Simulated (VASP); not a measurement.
VASP input:

### INCAR
```
SYSTEM=TiCo
PSTRESS=300   # kbar
LCHARG=.False.
ENCUT=500
LMAXMIX=4
IBRION=2   # conjugate gradients
LWAVE=.False.
EDIFF=1E-6   # SCF stop (eV)
PREC=Accurate
NELM=100   # most electronic steps
ALGO=Normal   # blocked Davidson
EDIFFG=-0.02   # ionic stop
SIGMA=0.1   # width (eV)
ISMEAR=1   # Methfessel-Paxton
NSW=40   # most ionic steps
LREAL=.False.   # projection in real space or not
LASPH=.True.
ISIF=3   # ions, shape and volume
```

**POSCAR**
```
TiCo
1
    2.7932096778    -0.0000000000     0.0000000000
   -0.0000000000     2.7932096778     0.0000000000
   -0.0000000000    -0.0000000000     2.7932096778
Ti Co
1 1
Direct
  0.0000000000   0.0000000000   0.0000000000
  0.5000000000   0.5000000000   0.5000000000
```

### KPOINTS
```
Automatic mesh
0
Gamma
13 13 13
0 0 0
```

POTCAR, in this order: Ti_sv Co (LDA.64 set). Program: vasp_std.

Problem. Translate this LDA calculation to Ansatz.

Solution. One equivalent input (not run):
Ansatz 0.2 input:
```yaml
crystal:
  lattice:
    - [2.7932097, 0.0000000, 0.0000000]
    - [0.0000000, 2.7932097, 0.0000000]
    - [0.0000000, 0.0000000, 2.7932097]
  atoms:
    - { symbol: Ti, position: [0.0000000, 0.0000000, 0.0000000] }
    - { symbol: Co, position: [0.5000000, 0.5000000, 0.5000000] }
kpoints:
  mp_grid: { grid: [13, 13, 13] }
hamiltonian:
  xc: lda
  pseudopotentials: { kind: paw }
scf:
  occupations: { method: methfessel_paxton, width: 0.1 }
  max_iter: 100
relax:
  max_steps: 40
  f_tol: 0.02
  cell: { p_target: 30 }
output: { forces: true, stress: true, eigenvalues: true }
```
What does not carry over: each code has its own PAW files, so the cut-off isn't converted (ENCUT is set for VASP's; basis.ecutwfc is left out, and Ansatz then takes the one that its files recommend); Ansatz stops its SCF on the density residual and VASP on the energy change (EDIFF); Ansatz's lda is the Perdew-Wang form, while the LDA potentials of VASP carry Perdew-Zunger's.

The compound is TiCo in the CsCl type structure. It was relaxed first under an external pressure of 30 GPa.
